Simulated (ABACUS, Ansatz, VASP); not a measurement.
Fitting the PBE energy curve of MnHg

The structure is cubic, space group Pm-3m (No. 221). Conventional cell: a = 3.315 Å, b = 3.315 Å, c = 3.315 Å, α = 90.00°, β = 90.00°, γ = 90.00°. Around Hg (site symmetry m-3m) lie 8 Mn at 2.87 Å. Mn (site symmetry m-3m) has 8 Hg at 2.87 Å as nearest neighbours.

The cell was scaled at fixed shape and fractions and run with Ansatz, Ansatz PAW, cutoff 420 eV; PBE, k mesh 8 × 8 × 8 on the cell of 2 atoms, fermi-dirac occupations of 0.05 eV, collinear spin, ferromagnetic start, no spin-orbit coupling. Energies are those that the program minimises, any entropy of the smearing included. For a metal such a mesh isn't converged to the digits shown. The magnetic state is the one that the start led to, which needn't be the lowest.

```tsv
V (Å³/atom)	energy over the lowest row (meV/atom)
17.1218	21.678
17.4861	10.472
17.8503	?
18.2146	0.000
18.5789	0.559
18.9432	4.303
19.3075	10.588
```

Fit the third-order Birch-Murnaghan form, give V0, B0 and B′, and predict the energy left open.

With y = (V0/V)^(2/3), E = E0 + (9 V0 B0/16) [(y - 1)³ B′ + (y - 1)² (6 - 4y)]. Least squares through the rows shown give V0 = 18.3523 Å³/atom, E0 = -0.091 meV, B0 = 75.45 GPa (1 eV/Å³ = 160.218 GPa) and B′ = 4.03, with a largest miss of 0.155 meV, so B0 and B′ are loose. At V = 17.8503 the form with these constants gives 3.296 meV; the run gave 3.254 meV an atom. Other set-ups at this level, from all their volumes (Å³/atom, GPa): ABACUS, PseudoDojo NC SR 0.4.1 PBE standard, plane waves: V0 18.488, B0 71.84; VASP, PBE PAW files Hg, Mn_pv, 520 eV: V0 18.471, B0 75.56.
